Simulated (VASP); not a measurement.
Wanted: the native input for a VASP 6.6.1 run.

* Task: single point
* Functional: PBE
* Dispersion: D3(BJ)
* Potentials or basis: VASP PAW PBE potentials, release 64 (O, H, S)
* Cutoff: 520 eV
* k mesh: 1 × 1 × 1
* Occupations: fermi-dirac, width 0.02 eV
* Spin: no spin polarisation
* Dipole correction: no
* Further INCAR settings: LREAL = Auto; ALGO = Normal; EDIFF = 1e-06; NBANDS = 55

The structure of H18SO8 lies in POSCAR:

```
H18SO8
1.0
    6.9104230000      0.0000000000      0.0000000000
    0.0000000000      6.9104230000      0.0000000000
    0.0000000000      0.0000000000      6.9104230000
O H S
8 18 1
Direct
    0.6172994041      0.6567325908      0.6734030609
   -0.0080602881      0.3691814524      0.1723338788
    0.8105003124      0.6852402523      0.3432640809
    0.8076495462      0.2320986718      0.7643381599
    0.6183702503      0.9789415207      0.9145315706
   -0.1087053571      0.0908193319      0.4260086539
    0.3466213284      0.2389868174      0.9386256095
    0.4745150912      0.5422099342      0.1633329827
    0.6958763595      0.6278197442      0.5543799562
    0.4826911464      0.6636641491      0.6272553793
    0.1041904381      0.3240756753      0.1028591159
   -0.0433113863      0.2597670215      0.2530380557
    0.6877147752      0.6608278538      0.2742234448
    0.9071514146      0.5887338590      0.2873051331
    0.8037424048      0.3708166635      0.7611400923
    0.8253908625      0.1772539829      0.6343895301
    0.6381809044      0.8827390161      0.8046685420
    0.6892197482      1.0957939912      0.8784556314
   -0.1832159913     -0.0337461252      0.3968353312
   -0.0037334907      0.0172058932      0.5006350552
    0.4437644410      0.1255928906      0.9323018287
    0.3973996961      0.3305875776      0.8407734230
    0.3731754192      0.6149117066      0.1010213123
    0.4628660214      0.4212187879      0.0905733267
   -0.0671160072      0.8177068177      0.8500347953
    0.1159697460      1.0312538031      0.8531749793
    0.1071135588      0.8498900863      0.7685491901
```

The cell was built by a generator and needn't be a form met in nature.

The input as run:

INCAR

```
PREC = Accurate
ENCUT = 520
EDIFF = 1E-6
ISMEAR = -1
SIGMA = 0.02
LREAL = Auto
LASPH = True
NELM = 80
ALGO = Normal
ISIF = 2
LWAVE = False
LCHARG = False
GGA = PE
IVDW = 12
NBANDS = 55
```

KPOINTS

```
regular mesh
0
Gamma
  1 1 1
```

Potentials or basis: VASP PAW PBE potentials, release 64 (O, H, S).

Launch:

```sh
$ cat potpaw_PBE.64/O/POTCAR potpaw_PBE.64/H/POTCAR potpaw_PBE.64/S/POTCAR > POTCAR
$ mpirun -np 1 vasp_gam > vasp.out
```

It gave:

The pressure is 0.1 GPa and the largest force is 2.782 eV/Å. The band gap on the k mesh is 4.35 eV, direct and the dispersion energy per atom is -0.034 eV.

Run time: 30 s on 1 thread of Intel(R) Xeon(R) Platinum 8488C (Sapphire Rapids) (shared host), peak memory 0.39 GiB.
